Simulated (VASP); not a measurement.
Input:

```
CELL_PARAMETERS angstrom
      2.98993     0.00000     0.00000
      0.00000     6.33186     0.00000
      0.00000     0.00000    24.35608
ATOMIC_POSITIONS crystal
  H  0.00000 0.50000 0.31906
  H  0.00000 0.00000 0.44905
  H  0.50000 0.80400 0.37001
  H  0.50000 0.19600 0.37001
  H  0.00000 0.50000 0.42097
  H  0.00000 0.50000 0.57903
  H  0.50000 0.30400 0.50000
  H  0.50000 0.69600 0.50000
  H  0.00000 0.00000 0.55095
  H  0.50000 0.80400 0.62999
  H  0.50000 0.19600 0.62999
  H  0.00000 0.50000 0.68094
  Mg 0.00000 0.00000 0.37001
  Mg 0.50000 0.50000 0.37001
  Mg 0.00000 0.50000 0.50000
  Mg 0.50000 0.00000 0.50000
  Mg 0.00000 0.00000 0.62999
  Mg 0.50000 0.50000 0.62999
```

All values below come from r2SCAN meta-GGA, VASP's PBE PAW potentials (set 64) (plane waves; VASP). Settings: PREC = Normal, LREAL = Auto, EDIFF = 1E-5, 400 eV cut-off, 7×3×1 Γ-centred mesh, Gaussian smearing of 0.050 eV, potentials H Mg.

The ions are relaxed. Predict the relaxed structure.

```
CELL_PARAMETERS angstrom
      2.98993     0.00000     0.00000
      0.00000     6.33186     0.00000
      0.00000     0.00000    24.35608
ATOMIC_POSITIONS crystal
  H  0.00000 0.50000 0.31680
  H  0.00000 0.00000 0.45013
  H  0.50000 0.81296 0.36546
  H  0.50000 0.18704 0.36546
  H  0.00000 0.50000 0.41988
  H  0.00000 0.50000 0.58012
  H  0.50000 0.30118 0.50000
  H  0.50000 0.69882 0.50000
  H  0.00000 0.00000 0.54987
  H  0.50000 0.81296 0.63454
  H  0.50000 0.18704 0.63454
  H  0.00000 0.50000 0.68320
  Mg 0.00000 0.00000 0.37426
  Mg 0.50000 0.50000 0.36244
  Mg 0.00000 0.50000 0.50000
  Mg 0.50000 0.00000 0.50000
  Mg 0.00000 0.00000 0.62574
  Mg 0.50000 0.50000 0.63756
```

How much energy does the relaxation gain?

The energy (σ→0) changes by -16.6 meV/atom, in 15 ionic steps.

| step | E(σ→0) (eV) | max force (eV/Å) | pressure (GPa) | volume (Å³) |
|---|---|---|---|---|
| 1 | -69.4280 | 0.785 | -0.61 | 461.10 |
| 2 | -69.5742 | 0.541 | -0.48 | 461.10 |
| 3 | -69.6693 | 0.313 | -0.25 | 461.10 |
| 4 | -69.6694 | 0.326 | -0.24 | 461.10 |
| 5 | -69.6943 | 0.199 | -0.23 | 461.10 |
| 6 | -69.7090 | 0.105 | -0.21 | 461.10 |
| 7 | -69.7105 | 0.081 | -0.21 | 461.10 |
| 8 | -69.7135 | 0.069 | -0.23 | 461.10 |
| 9 | -69.7163 | 0.064 | -0.28 | 461.10 |
| 10 | -69.7190 | 0.055 | -0.30 | 461.10 |
| 11 | -69.7242 | 0.057 | -0.39 | 461.10 |
| 12 | -69.7227 | 0.124 | -0.55 | 461.10 |
| 13 | -69.7259 | 0.073 | -0.45 | 461.10 |
| 14 | -69.7270 | 0.044 | -0.49 | 461.10 |
| 15 | -69.7273 | 0.025 | -0.47 | 461.10 |

The cell is a thin slab with vacuum, built from MgH2 (rutile): (110) face.
